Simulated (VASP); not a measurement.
Calculation: PBEsol GGA, VASP's PBE PAW potentials (set 64) (plane waves; VASP 6.6.1).

A VASP calculation is set up with these files.

File KPOINTS:
```
Automatic
0
G
19 19 19
0 0 0
```

**INCAR**
```
SYSTEM=Fe
PREC=Accurate; ENCUT=500; LREAL=F
LASPH=T
EDIFF=1E-6; NELM=100; ALGO=Normal
LMAXMIX=4
ISMEAR=1; SIGMA=0.1
GGA=PS
ISPIN=2; MAGMOM=2.1
IBRION=2; NSW=40; ISIF=3
EDIFFG=-0.02; PSTRESS=200
LWAVE=F; LCHARG=F; LORBIT=10
```

POSCAR:
```
Fe
1
   -1.3592498647     1.3592498647     1.3592498647
    1.3592498647    -1.3592498647     1.3592498647
    1.3592498647     1.3592498647    -1.3592498647
Fe
1
Direct
  0.0000000000   0.0000000000   0.0000000000
```

POTCAR, in this order: Fe (PBE.64 set). Program: vasp_std.

The resulting files:

### OSZICAR
```
       N       E                     dE             d eps       ncg     rms          rms(c)
DAV:   1     0.137513585128E+02    0.13751E+02   -0.41039E+03  8329   0.109E+03
DAV:   2    -0.976461140871E+01   -0.23516E+02   -0.22082E+02  7998   0.129E+02
DAV:   3    -0.100558623741E+02   -0.29125E+00   -0.29035E+00  8944   0.193E+01
DAV:   4    -0.100570614231E+02   -0.11990E-02   -0.11990E-02  8731   0.113E+00
DAV:   5    -0.100570715514E+02   -0.10128E-04   -0.10128E-04  8537   0.931E-02    0.138E+01
DAV:   6    -0.892786712800E+01    0.11292E+01   -0.11342E+01  8373   0.565E+01    0.429E+00
DAV:   7    -0.889151814090E+01    0.36349E-01   -0.38126E-01  8400   0.103E+01    0.295E+00
DAV:   8    -0.888142992316E+01    0.10088E-01   -0.59924E-03  9804   0.682E-01    0.151E+00
DAV:   9    -0.887245612711E+01    0.89738E-02   -0.68489E-03  9907   0.711E-01    0.350E-01
DAV:  10    -0.887265931375E+01   -0.20319E-03   -0.17180E-03  9457   0.515E-01    0.149E-01
DAV:  11    -0.887263101154E+01    0.28302E-04   -0.24851E-04  8416   0.250E-01    0.225E-02
DAV:  12    -0.887263209619E+01   -0.10846E-05   -0.36935E-06  8028   0.329E-02    0.120E-02
DAV:  13    -0.887263252606E+01   -0.42987E-06   -0.12950E-06  5959   0.164E-02
   1 F= -.76186910E+01 E0= -.76185375E+01  d E =-.761869E+01  mag=     1.9721
       N       E                     dE             d eps       ncg     rms          rms(c)
DAV:   1    -0.886905423488E+01    0.35779E-02   -0.21841E-02  8236   0.269E+00    0.299E-01
DAV:   2    -0.886818847612E+01    0.86576E-03   -0.80681E-03  8351   0.140E+00    0.227E-01
DAV:   3    -0.886813064581E+01    0.57830E-04   -0.34801E-04  8520   0.312E-01    0.980E-02
DAV:   4    -0.886812131708E+01    0.93287E-05   -0.44063E-06  8366   0.316E-02    0.207E-02
DAV:   5    -0.886811399070E+01    0.73264E-05   -0.11846E-05  8584   0.318E-02    0.321E-03
DAV:   6    -0.886811398118E+01    0.95191E-08   -0.18657E-07  3993   0.485E-03
   2 F= -.76186729E+01 E0= -.76185079E+01  d E =0.180708E-04  mag=     1.9659
       N       E                     dE             d eps       ncg     rms          rms(c)
DAV:   1    -0.887099305417E+01   -0.28791E-02   -0.68750E-03  8225   0.151E+00    0.175E-01
DAV:   2    -0.887071167314E+01    0.28138E-03   -0.28289E-03  8356   0.829E-01    0.140E-01
DAV:   3    -0.887068905977E+01    0.22613E-04   -0.15823E-04  8483   0.208E-01    0.541E-02
DAV:   4    -0.887068566591E+01    0.33939E-05   -0.20999E-06  6737   0.243E-02    0.123E-02
DAV:   5    -0.887068259280E+01    0.30731E-05   -0.37403E-06  7993   0.215E-02    0.219E-03
DAV:   6    -0.887068267065E+01   -0.77849E-07   -0.93185E-08  3979   0.366E-03
   3 F= -.76187147E+01 E0= -.76185562E+01  d E =-.237688E-04  mag=     1.9694
```

File OUTCAR:
```
------------------------ aborting loop because EDIFF is reached ----------------------------------------
  FORCE on cell =-STRESS in cart. coord.  units (eV):
  Direction    XX          YY          ZZ          XY          YZ          ZX
  --------------------------------------------------------------------------------------
  Total        1.2544455      1.2544455      1.2544455      0.0000000     -0.0000000     -0.0000000
  in kB      200.3957786    200.3957786    200.3957786      0.0000000     -0.0000000     -0.0000000
  external PRESSURE =       0.3957786 kB  Pullay stress =     200.0000000 kB
  volume of cell :       10.03
      direct lattice vectors                 reciprocal lattice vectors
    -1.358536366  1.358536366  1.358536366     0.000000000  0.368043147  0.368043147
     1.358536366 -1.358536366  1.358536366     0.368043147  0.000000000  0.368043147
     1.358536366  1.358536366 -1.358536366     0.368043147  0.368043147  0.000000000
 POSITION                                       TOTAL-FORCE (eV/Angst)
 -----------------------------------------------------------------------------------
      0.00000      0.00000      0.00000        -0.000000      0.000000      0.000000
 -----------------------------------------------------------------------------------
    total drift:                                0.000000      0.000000      0.000000
  FREE ENERGIE OF THE ION-ELECTRON SYSTEM (eV)
  ---------------------------------------------------
  free  energy   TOTEN  =        -8.8706826707 eV

  energy  without entropy=       -8.8702072246  energy(sigma->0) =       -8.87052419
  enthalpy is  TOTEN    =        -7.6187147254 eV   P V=        1.2519679453

 total charge

# of ion       s       p       d       tot
------------------------------------------
    1        0.547   0.668   6.351   7.566

 magnetization (x)

# of ion       s       p       d       tot
------------------------------------------
    1       -0.012  -0.051   2.003   1.940

 reached required accuracy - stopping structural energy minimisation
```
(Selected blocks of OUTCAR.)

**CONTCAR**
```
Fe
   1.00000000000000
    -1.3585363659842493    1.3585363659842493    1.3585363659842493
     1.3585363659842493   -1.3585363659842493    1.3585363659842493
     1.3585363659842493    1.3585363659842493   -1.3585363659842493
  Fe
     1
Direct
     0.0000000000000000    0.0000000000000000    0.0000000000000000
```

### OUTCAR
```
 val. band max:        7.1167132187   @ k =  -0.3684   0.4211   0.2105

 cond. band min:       7.1186555051   @ k =  -0.3684   0.4737   0.1053


 Fermi energy:         7.1168850769

 spin component 1

 k-point     1 :       0.0000    0.0000    0.0000
  band No.  band energies     occupation
      1      -2.2365      1.00000
      2       4.4874      1.00000
      3       4.4874      1.00000
      4       4.4874      1.00000
      5       6.0196      1.00000
      6       6.0196      1.00000
      7      33.1902      0.00000
      8      33.1902      0.00000
      9      33.1902      0.00000

 k-point     2 :       0.0526    0.0000    0.0000
  band No.  band energies     occupation
      1      -2.1093      1.00000
      2       4.4483      1.00000
      3       4.4841      1.00000
      4       4.5623      1.00000
      5       5.9791      1.00000
      6       6.0228      1.00000
      7      32.4756      0.00000
      8      33.0463      0.00000
      9      33.1508      0.00000

 k-point     3 :       0.1053    0.0000    0.0000
  band No.  band energies     occupation
      1      -1.7357      1.00000
      2       4.3362      1.00000
      3       4.4634      1.00000
      4       4.7818      1.00000
      5       5.8823      1.00000
      6       6.0330      1.00000
      7      30.7624      0.00000
      8      32.5245      0.00000
      9      33.0476      0.00000

 k-point     4 :       0.1579    0.0000    0.0000
  band No.  band energies     occupation
      1      -1.1433      1.00000
      2       4.1661      1.00000
      3       4.4037      1.00000
      4       5.1313      1.00000
      5       5.7936      1.00000
      6       6.0518      1.00000
      7      28.5556      0.00000
      8      31.5797      0.00000
      9      32.9128      0.00000

 k-point     5 :       0.2105    0.0000    0.0000
  band No.  band energies     occupation
      1      -0.3913      1.00000
...
```

The compound is Fe in the bcc structure. This run relaxes it under an external pressure of 20 GPa. Symmetry was kept, so distortions that lower it aren't found.
